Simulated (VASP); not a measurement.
Here is the system:

```yaml
crystal:
  lattice:
    - [3.00900, 0.00000, 0.00000]
    - [0.00000, 3.00900, 0.00000]
    - [0.00000, 0.00000, 3.00900]
  atoms:
    - { symbol: Zn, position: [0.50000, 0.50000, 0.50000] }
    - { symbol: Cu, position: [0.00000, 0.00000, 0.00000] }
```

Computed with PBE GGA + U (Dudarev), VASP's PBE PAW potentials (set 64) (plane waves; VASP). Run with 400 eV cut-off, 11×11×11 Γ-centred mesh, first-order Methfessel-Paxton smearing of 0.10 eV, potentials Zn Cu, U − J: Zn 5.00 eV, Cu 5.00 eV.

Give the stress tensor in GPa (positive for a compressed cell).

```
-6.53   0.00   0.00
 0.00  -6.53   0.00
 0.00   0.00  -6.53
```
The pressure is its mean diagonal, -6.53 GPa.

The compound is CuZn in the CsCl type structure. The cell was not relaxed at this level. The run is one of a series of settings (LDAU = .TRUE., LDAUJ = 0 0, LDAUL = 2 2, LDAUTYPE = 2, LDAUU = 5.0 5.0 against the base run), some of them coarse on purpose. The electron count is odd and the run is not spin-polarised, which forces a metal.
